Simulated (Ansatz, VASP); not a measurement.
## KTlIF in two plane-wave programs

One calculation is typed for both programs; each brings its own data sets and cutoff. How far apart do they land? The cell is invented: As first built, before any earlier steps moved the atoms (in the runner's words): it takes the KNaICl structure with some of its atoms replaced by other elements, volume scaled by an estimate. It may not be a known or stable phase. The cell is taken from a series of VASP runs on this material, whose earlier steps may have relaxed, scaled or displaced it; both programs get it as it stands.

Main program and level: Ansatz 0.2.0; plane waves, with VASP 6.6.1 beside it; band structure at revPBE, single point at revPBE and band structure at r2SCAN.

### Step 1. The structure

Symmetry: P4/mmm, No. 123, tetragonal system. The conventional cell has a = 4.822 Å, b = 4.822 Å, c = 6.822 Å, α = 90.00°, β = 90.00°, γ = 90.00°. Nearest to Tl lie 4 I at 3.41 Å and 2 F at 3.41 Å. Nearest to I lie 4 Tl at 3.41 Å and 2 K at 3.41 Å. K has 4 F at 3.41 Å and 2 I at 3.41 Å nearest. Nearest to F lie 4 K at 3.41 Å and 2 Tl at 3.41 Å. As first built, before any earlier steps moved the atoms (in the runner's words): sites of the KNaICl structure (space group 123) filled with other elements, volume scaled by an estimate. Farther neighbours and most contacts between anions are not listed.

### Step 2. VASP: band structure, revPBE

The same path points are solved in both programs, so levels can be compared one by one.

Lines of VASP's logs that name or quote its potential files are left out, and so is its time.

Input file INCAR:

```
SYSTEM = KTlIF
PREC = Accurate
ENCUT = 520
EDIFF = 1E-06
NELM = 100
ISMEAR = -1
SIGMA = 0.05
LREAL = .FALSE.
ALGO = Normal
GGA = RE
NBANDS = 32
LORBIT = 11
LWAVE = .FALSE.
LCHARG = .FALSE.
KPAR = 2
```

Input file POSCAR:

```
KTlIF
1.0
    4.8223731690      0.0000000000      0.0000000000
    0.0000000000      4.8223731690      0.0000000000
    0.0000000000      0.0000000000      6.8215966159
Tl I K F
1 1 1 1
Direct
    0.0000000000      0.0000000000      0.0000000000
    0.5000000000      0.5000000000      0.0000000000
    0.5000000000      0.5000000000      0.5000000000
    0.0000000000      0.0000000000      0.5000000000
```

Input file KPOINTS:

```
Automatic mesh
0
Gamma
5 5 4
0 0 0
```

Input file KPOINTS_OPT:

```
Line mode
16
Line-mode
Reciprocal
  0.00000000   0.00000000   0.00000000 GAMMA
  0.00000000   0.50000000   0.00000000 X

  0.00000000   0.50000000   0.00000000 X
  0.50000000   0.50000000   0.00000000 M

  0.50000000   0.50000000   0.00000000 M
  0.00000000   0.00000000   0.00000000 GAMMA

  0.00000000   0.00000000   0.00000000 GAMMA
  0.00000000   0.00000000   0.50000000 Z

  0.00000000   0.00000000   0.50000000 Z
  0.00000000   0.50000000   0.50000000 R

  0.00000000   0.50000000   0.50000000 R
  0.50000000   0.50000000   0.50000000 A

  0.50000000   0.50000000   0.50000000 A
  0.00000000   0.00000000   0.50000000 Z

  0.00000000   0.50000000   0.00000000 X
  0.00000000   0.50000000   0.50000000 R

  0.50000000   0.50000000   0.00000000 M
  0.50000000   0.50000000   0.50000000 A
```

PAW data sets: Tl_d, I, K_sv and F (PBE family, release 64).

Command:

```bash
$ mpirun -np 2 vasp_std
```

Numbers of over 12 decimals in the logs are rounded to 6 here.

Log:

```text
[banner, memory and clock lines left out]
running    2 mpi-ranks, on    1 nodes
 distrk:  each k-point on    1 cores,    2 groups
 distr:  one band on    1 cores,    1 groups

 POSCAR found type information on POSCAR TlI K F
 POSCAR found :  4 types and       4 ions
|                                                                             |
|               ----> ADVICE to this user running VASP <----                  |
|                                                                             |
|     You enforced a specific xc type in the INCAR file but a different       |
|     [... a line on the potential file left out ...]
|     I HOPE YOU KNOW WHAT YOU ARE DOING!                                     |
|                                                                             |

 LDA part: xc-table for (Slater+PW92), standard interpolation
 POSCAR, INCAR and KPOINTS ok, starting setup
 FFT: planning ... GRIDC
 FFT: planning ... GRID_SOFT
 FFT: planning ... GRID
 WAVECAR not read
 entering main loop
       N       E                     dE             d eps       ncg     rms          rms(c)
DAV:   1     0.222652869382E+03    0.22265E+03   -0.16123E+04  1152   0.956E+02
DAV:   2     0.154197209120E+01   -0.22111E+03   -0.21246E+03  1344   0.250E+02
DAV:   3    -0.134562269505E+02   -0.14998E+02   -0.14913E+02  1680   0.555E+01
DAV:   4    -0.138456922198E+02   -0.38947E+00   -0.38836E+00  1664   0.691E+00
DAV:   5    -0.138560012283E+02   -0.10309E-01   -0.10309E-01  1584   0.889E-01    0.751E+00
DAV:   6    -0.118354781496E+02    0.20205E+01   -0.63109E+00  1344   0.829E+00    0.349E+00
DAV:   7    -0.117232971069E+02    0.11218E+00   -0.22279E-01  1320   0.201E+00    0.215E+00
DAV:   8    -0.116659237693E+02    0.57373E-01   -0.17431E-01  1248   0.223E+00    0.346E-01
DAV:   9    -0.116739759930E+02   -0.80522E-02   -0.26943E-02  1464   0.643E-01    0.233E-01
DAV:  10    -0.116771265341E+02   -0.31505E-02   -0.27992E-03  1280   0.254E-01    0.111E-01
DAV:  11    -0.116780330681E+02   -0.90653E-03   -0.22258E-03  1304   0.205E-01    0.498E-02
DAV:  12    -0.116780514126E+02   -0.18344E-04   -0.35464E-04  1472   0.694E-02    0.246E-02
DAV:  13    -0.116780576339E+02   -0.62214E-05   -0.43401E-05  1336   0.256E-02    0.682E-03
DAV:  14    -0.116780624473E+02   -0.48133E-05   -0.12493E-05  1344   0.155E-02    0.738E-03
DAV:  15    -0.116780628059E+02   -0.35865E-06   -0.18883E-06  1344   0.534E-03
   1 F= -.11678063E+02 E0= -.11678063E+02  d E =-.193368E-10
 Start KPOINTS_OPT (optional k-point list driver)
k-point batch [1-18\144]
       N       E                     dE             ncg
DAV:   1    -0.160967077532E+04   -0.93350E+04     1160
DAV:   2    -0.546281118012E+04   -0.38531E+04     1360
DAV:   3    -0.573376017271E+04   -0.27095E+03     1696
DAV:   4    -0.574038676132E+04   -0.66266E+01     1768
DAV:   5    -0.574061834209E+04   -0.23158E+00     1576
DAV:   6    -0.574062126693E+04   -0.29248E-02     1544
DAV:   7    -0.574062135560E+04   -0.88669E-04     1672
DAV:   8    -0.574062135689E+04   -0.12907E-05     1144
DAV:   9    -0.574062135696E+04   -0.68965E-07      992
[...]
k-point batch [127-144\144]
       N       E                     dE             ncg
DAV:   1    -0.180921666323E+04   -0.20706E+05     1168
DAV:   2    -0.554658596897E+04   -0.37374E+04     1368
DAV:   3    -0.580013344918E+04   -0.25355E+03     1760
DAV:   4    -0.580767624882E+04   -0.75428E+01     1688
DAV:   5    -0.580788819453E+04   -0.21195E+00     1608
DAV:   6    -0.580789068123E+04   -0.24867E-02     1592
DAV:   7    -0.580789075693E+04   -0.75699E-04     1616
DAV:   8    -0.580789075831E+04   -0.13788E-05     1280
DAV:   9    -0.580789075839E+04   -0.80609E-07      992
```

OUTCAR, selected parts (step 2):

```text
ion  position               nearest neighbor table
   1  0.000  0.000  0.000-   2 3.41   2 3.41   2 3.41   2 3.41
   2  0.500  0.500  0.000-   1 3.41   1 3.41   1 3.41   1 3.41   3 3.41   3 3.41
   3  0.500  0.500  0.500-   2 3.41   2 3.41
   4  0.000  0.000  0.500-

  LATTYP: Found a simple tetragonal cell.
 ALAT       =     4.8223731690
 C/A-ratio  =     1.4145725303

 Subroutine GETGRP returns: Found 16 space group operations
 (whereof 16 operations were pure point group operations)

The static configuration has the point symmetry D_4h.

 Found     18 irreducible k-points:

   k-points           NKPTS =     18   k-points in BZ     NKDIM =     18   number of bands    NBANDS=     32

   dimension x,y,z NGX =    36 NGY =   36 NGZ =   54
   dimension x,y,z NGXF=    72 NGYF=   72 NGZF=  108

   ENCUT  =  520.0 eV  38.22 Ry    6.18 a.u.   8.97  8.97 12.68*2*pi/ulx,y,z

   NELECT =      36.0000    total number of electrons

 k-points in reciprocal lattice and weights: Automatic mesh
   0.00000000  0.00000000  0.00000000       0.010
   0.20000000  0.00000000  0.00000000       0.040
   0.40000000  0.00000000  0.00000000       0.040
   0.20000000  0.20000000  0.00000000       0.040
   0.40000000  0.20000000  0.00000000       0.080
   0.40000000  0.40000000  0.00000000       0.040
   0.00000000  0.00000000  0.25000000       0.020
   0.20000000  0.00000000  0.25000000       0.080
   0.40000000  0.00000000  0.25000000       0.080
[...]
0.40000000  0.20000000  0.50000000       0.080
   0.40000000  0.40000000  0.50000000       0.040

 average (electrostatic) potential at core
       1 -88.4092       2 -94.9594       3 -36.6919       4 -75.8217

 E-fermi :   1.0829

 k-point     1 :       0.0000    0.0000    0.0000
  band No.  band energies     occupation
    ...
     14      -1.6861      2.00000
     15      -1.6861      2.00000
     16      -0.6791      2.00000
     17      -0.5818      2.00000
     18      -0.5818      2.00000
     19       4.3030      0.00000
     20       4.5344      0.00000
     21       5.6049      0.00000
     22       5.9679      0.00000
     23       5.9679      0.00000
    ...

 k-point     2 :       0.2000    0.0000    0.0000
  band No.  band energies     occupation
    ...
     14      -1.5149      2.00000
     15      -1.1080      2.00000
     16      -0.7123      2.00000
     17      -0.6252      2.00000
     18      -0.5947      2.00000
     19       4.1857      0.00000
     20       4.2679      0.00000
     21       4.8872      0.00000
     22       5.0099      0.00000
     23       6.5095      0.00000
    ...

 k-point     3 :       0.4000    0.0000    0.0000
  band No.  band energies     occupation
    ...
     14      -1.1891      2.00000
     15      -0.7933      2.00000
     16      -0.7511      2.00000
     17      -0.6208      2.00000
     18      -0.1786      2.00000
     19       3.0390      0.00000
     20       3.6910      0.00000
     21       3.9147      0.00000
     22       5.5036      0.00000
     23       6.8890      0.00000
    ...

  Total        0.0105131      0.0105131      0.0288134      0.0000000     -0.0000000     -0.0000000
  in kB        0.1061781      0.1061781      0.2910034      0.0000000     -0.0000000     -0.0000000
  external PRESSURE =       0.1677865 kB  Pullay stress =       0.0000000 kB

  energy-cutoff  :      520.00
  volume of cell :      158.64
      direct lattice vectors                 reciprocal lattice vectors
     4.822373169  0.000000000  0.000000000     0.207366781  0.000000000  0.000000000
     0.000000000  4.822373169  0.000000000     0.000000000  0.207366781  0.000000000
     0.000000000  0.000000000  6.821596616     0.000000000  0.000000000  0.146593247

 POSITION                                       TOTAL-FORCE (eV/Angst)
 -----------------------------------------------------------------------------------
      0.00000      0.00000      0.00000         0.000000      0.000000      0.000000
      2.41119      2.41119      0.00000         0.000000      0.000000      0.000000
      2.41119      2.41119      3.41080         0.000000      0.000000      0.000000
      0.00000      0.00000      3.41080         0.000000      0.000000      0.000000
 -----------------------------------------------------------------------------------
    total drift:                                0.000000      0.000000      0.000000

  FREE ENERGIE OF THE ION-ELECTRON SYSTEM (eV)
  ---------------------------------------------------
  free  energy   TOTEN  =       -11.6780628059 eV

  energy  without entropy=      -11.6780628059  energy(sigma->0) =      -11.67806281

 total charge
# of ion       s       p       d       tot
------------------------------------------
    1        1.319   0.137   9.668  11.125
    2        1.504   2.838   0.007   4.349
    3        1.954   5.602   0.013   7.569
    4        1.734   4.291   0.000   6.025
--------------------------------------------------
tot          6.512  12.868   9.688  29.068

[... 3 further parts left out ...]
```

The run ends at a pressure of 0.02 GPa.

### Step 3. Ansatz: band structure, revPBE

Ansatz runs on its default PAW (the set named soft_2) files.

The same cell, functional, mesh and smearing now go to Ansatz, which takes its cutoff from its data sets.

Input file input.yaml:

```yaml
crystal:
  lattice:
    - [4.822373169, 0.0, 0.0]
    - [0.0, 4.822373169, 0.0]
    - [0.0, 0.0, 6.8215966159]
  atoms:
    - { symbol: Tl, position: [0.0, 0.0, 0.0] }
    - { symbol: I, position: [0.5, 0.5, 0.0] }
    - { symbol: K, position: [0.5, 0.5, 0.5] }
    - { symbol: F, position: [0.0, 0.0, 0.5] }
hamiltonian:
  xc: revpbe
  pseudopotentials: { kind: paw }
kpoints:
  mp_grid: { grid: [5, 5, 4] }
  band_path:
    path:
      - [0.0, 0.0, 0.0]
      - [0.0, 0.13333, 0.0]
      - [0.0, 0.3, 0.0]
      - [0.0, 0.46667, 0.0]
      - [0.0, 0.5, 0.0]
      - [0.1, 0.5, 0.0]
      - [0.26667, 0.5, 0.0]
      - [0.43333, 0.5, 0.0]
      - [0.43333, 0.43333, 0.0]
      - [0.26667, 0.26667, 0.0]
      - [0.1, 0.1, 0.0]
      - [0.0, 0.0, 0.03333]
      - [0.0, 0.0, 0.2]
      - [0.0, 0.0, 0.36667]
      - [0.0, 0.0, 0.5]
      - [0.0, 0.16667, 0.5]
      - [0.0, 0.3, 0.5]
      - [0.0, 0.46667, 0.5]
      - [0.0, 0.5, 0.5]
      - [0.1, 0.5, 0.5]
      - [0.26667, 0.5, 0.5]
      - [0.43333, 0.5, 0.5]
      - [0.43333, 0.43333, 0.5]
      - [0.26667, 0.26667, 0.5]
      - [0.1, 0.1, 0.5]
      - [0.0, 0.5, 0.03333]
      - [0.0, 0.5, 0.2]
      - [0.0, 0.5, 0.36667]
      - [0.5, 0.5, 0.0]
      - [0.5, 0.5, 0.16667]
      - [0.5, 0.5, 0.33333]
      - [0.5, 0.5, 0.5]
    npoints: 1
scf:
  occupations: { method: fermi_dirac, width: 0.05 }
  n_extra_bands: 8
output:
  forces: true
  stress: true
  eigenvalues: true
```

Command:

```bash
$ ansatz run input.yaml --threads 2 --pin off --max-ram 4608MiB --backend cpu --events-out ev --progress --plain --runs-dir out
```

Log:

```text
scf.n_extra_bands = 8 over 23 filled bands (N_el = 46.0): the run solves 31 bands
Engine: ansatz 0.2.0, aarch64-unknown-linux-gnu
Pseudopotentials: kind: paw
Pseudopotential: Tl, paw, valence charge 13, recommended cutoff 420 eV (normal), Tl.paw.azcp
Pseudopotential: I, paw, valence charge 17, recommended cutoff 420 eV (normal), I.paw.azcp
Pseudopotential: K, paw, valence charge 9, recommended cutoff 420 eV (normal), K.paw.azcp
Pseudopotential: F, paw, valence charge 7, recommended cutoff 420 eV (normal), F.paw.azcp
Functional definition: revPBE
  parameter kappa = 1.245
  parameter beta = 0.066725
  exchange = pbe_x(kappa = kappa, mu = beta*pi^2/3)
  correlation = pbe_c(beta = beta)
Crystal: 4 atoms, lattice volume = 158.638 Å³
Basis set: ecut = 420 eV, 3043 PW (Γ), exchange–correlation on 72×72×96 points (8 copies of the dense FFT grid, shifted against one another)
Bands: 31, of which v1, the nominal top of the filled ones, is band 23 counted from 1 (22 counted from 0)
Symmetry: 16 space group operations
Space group: P4/mmm (ITA 123), of the structure as read, at distance tolerance 5.4e-5 Å
k-points: 18 of 100
Non-local potential: Tl, projectors of the file, l = 0: 2, l = 1: 2, l = 2: 2, l = 3: 1
Non-local potential: I, projectors of the file, l = 0: 2, l = 1: 2, l = 2: 2, l = 3: 2
Non-local potential: K, projectors of the file, l = 0: 3, l = 1: 2, l = 2: 2
Non-local potential: F, projectors of the file, l = 0: 2, l = 1: 2, l = 2: 1
PAW form: soft (Blöchl's): semilocal exchange-correlation on the pseudo side does not see the compensation charge
PAW frozen core: Tl, regenerated for the run's functional, and the local potential with it (the file was generated under x = pbe(κ = 0.804, μ = 0.219515), c = pbe(β = 0.066725))
PAW frozen core: I, regenerated for the run's functional, and the local potential with it (the file was generated under x = pbe(κ = 0.804, μ = 0.219515), c = pbe(β = 0.066725))
PAW frozen core: K, regenerated for the run's functional, and the local potential with it (the file was generated under x = pbe(κ = 0.804, μ = 0.219515), c = pbe(β = 0.066725))
PAW frozen core: F, regenerated for the run's functional, and the local potential with it (the file was generated under x = pbe(κ = 0.804, μ = 0.219515), c = pbe(β = 0.066725))
PAW one-centre angular grid: Tl, 590 points (default); XC on 64 Gauss nodes
PAW one-centre angular grid: I, 590 points (default); XC on 64 Gauss nodes
PAW one-centre angular grid: K, 110 points (default); XC on 64 Gauss nodes
PAW one-centre angular grid: F, 110 points (default); XC on 64 Gauss nodes
Initial density: superposition of atomic densities (neutral atoms: chi_scale 0, normalization atom), corrected by the library's trained network
Initial wavefunctions: pseudopotential atomic-orbital guess
Functional: x = revpbe(κ = 1.245, μ = 0.219515), c = pbe(β = 0.066725)
SCF iter   1: F=—  HF=-21328.156474 eV  |F-HF|=—  |Δ(HF+E_count)|=         —  Δρ=1.83e-3  dr2=1.66e-2  ethr=1.77e-3  ⟨swp⟩=9.1  Hψ=3094  notcnv=0  defer=5
preconditioner: auto → Resta (q_TF=auto, 2.220 Å⁻¹)  ε∞=2.6  [insulator: Δε(μ)=3.074 eV  Ē_g=13.732 eV  σ=0.050 eV  W_gap=1.00  n_scr=28 (ndim 8)  ℏωp=17.2 eV  f_vac=0.228  D(μ)=0.00/eV (n_scr^D=0)  ε∞_Penn≈2.6]
SCF iter   2: F=—  HF=-21328.151471 eV  |F-HF|=—  |Δ(HF+E_count)|=   5.00e-3  Δρ=9.50e-4  dr2=5.02e-3  ethr=3.60e-5  ⟨swp⟩=2.4  Hψ=1128  notcnv=0  defer=53
SCF iter   3: F=—  HF=-21328.150540 eV  |F-HF|=—  |Δ(HF+E_count)|=   9.31e-4  Δρ=3.59e-4  dr2=6.35e-4  ethr=1.09e-5  ⟨swp⟩=2.0  Hψ=735  notcnv=0  defer=53
SCF iter   4: F=—  HF=-21328.150497 eV  |F-HF|=—  |Δ(HF+E_count)|=   4.27e-5  Δρ=2.74e-4  dr2=8.71e-5  ethr=1.38e-6  ⟨swp⟩=2.1  Hψ=810  notcnv=0  defer=53
SCF iter   5: F=—  HF=-21328.150479 eV  |F-HF|=—  |Δ(HF+E_count)|=   1.84e-5  Δρ=2.03e-4  dr2=5.07e-5  ethr=1.89e-7  ⟨swp⟩=2.0  Hψ=807  notcnv=0  defer=53
SCF iter   6: F=—  HF=-21328.150481 eV  |F-HF|=—  |Δ(HF+E_count)|=   2.14e-6  Δρ=7.34e-5  dr2=7.34e-6  ethr=1.10e-7  ⟨swp⟩=2.0  Hψ=808  notcnv=0  defer=53
SCF iter   7: F=—  HF=-21328.150484 eV  |F-HF|=—  |Δ(HF+E_count)|=   2.48e-6  Δρ=1.81e-5  dr2=4.99e-7  ethr=1.59e-8  ⟨swp⟩=2.0  Hψ=816  notcnv=0  defer=54
SCF iter   8: F=-21328.150484 eV  HF=-21328.150484 eV  |F-HF|=1.45e-8  |Δ(HF+E_count)|=   6.15e-7  Δρ=1.73e-6  dr2=5.41e-9  ethr=2.17e-10  ⟨swp⟩=12.4  Hψ=3289  notcnv=0
SCF 1 converged in 8 iterations: F = -21328.150484 eV  dr2 = 5.41e-9
  greatest PAW one-centre occupation: 0.999 electrons in one spin orbital (limit 2), on the I atom at site 1 (counted from 0), in its partial waves of l = 2
NSCF: frozen V_eff on 32 k-points
SCF converged after 8 iterations
Free energy (F): -21328.150484 eV
Harris-Foulkes:  -21328.150484 eV  (|F-HF|=1.45e-8)
Internal energy: -21328.150484 eV  (E = F + TS)
E sigma→0 (E₀):  -21328.150484 eV
Fermi energy:    3.818716 eV
--- Per-component energies (eV) ---
  E_band       = -651.031285
  E_kinetic    = 979.431597
  E_local      = -4937.635974  (includes V_loc(G=0)·N_el)
  E_nonlocal   = 310.782110
  E_hartree    = 2156.719794
  E_xc         = -576.395159
  E_vxc        = -538.575006  (∫ρ·V_xc dr)
  E_paw        = -15980.335310  (= ΣΔE_a)
  E_vpaw       = -778.475481  (= ΣTr[D̂ρ^β])
  E_aug_tail   = 0.002084  (compensation charges beyond the density's cutoff)
  E_ewald      = -3280.692999
  E_core_change = -0.026626  (= ΣΔE_core)
  E_smearing   = -0.000000  (= −TS)
  E_closure    = 0.000000  (closes the sum)
  Σ components = -21328.150484   (vs F -21328.150484, Δ=0.00e0)
--- Forces (eV/Å), atoms counted from 1 ---
  atom   1  Tl    -0.00000000     0.00000000     0.00000000
  atom   2  I      0.00000000     0.00000000     0.00000000
  atom   3  K      0.00000000     0.00000000     0.00000000
  atom   4  F     -0.00000000    -0.00000000     0.00000000
  max |Σ_I F_I| component: 6.76e-29 eV/Å
--- Stress (GPa, compression-positive) ---
        0.066095       0.000000       0.000000
        0.000000       0.066095       0.000000
        0.000000       0.000000       0.061762
  P = ⅓ Tr σ = 0.0647 GPa (0.647 kbar)
--- Band table (eV; the first three rows and the last of 18) ---
  k-point 0: bands = [... 19 lower, 0.6588, 1.6653, 1.7605, 1.7605, 6.6506, 6.8809, 7.9586, 8.3142, ... 4 higher]
  k-point 1: bands = [... 19 lower, 0.6567, 1.7323, 1.7557, 1.7557, 6.1997, 7.6546, 8.0739, 8.3026, ... 4 higher]
  k-point 2: bands = [... 19 lower, 0.6545, 1.7513, 1.7513, 1.8238, 5.9097, 8.2386, 8.2918, 8.2918, ... 4 higher]
  k-point 17: bands = [... 19 lower, 0.6466, 1.6651, 1.6714, 1.8453, 6.0987, 7.6200, 8.2811, 8.4061, ... 4 higher]
```

The job ended after 5.5 s (2 threads of Arm Neoverse V1, shared host; peak memory 0.45 GiB; 11 s of CPU time).

(Part 1 of 2 ends here.)

[Lines on the potential files, build, host, timing and source positions are cut from VASP's logs without a mark.]

[Logs are printed without paths, hosts, clocks, repeated set-up lines and the standing remarks that a program may print on its own settings, such as how far it seeks lower states.]

[Hosts, paths, dates, database ids (printed as entryN), source tags and the programs' standing remarks are cut or masked in the printed files.]
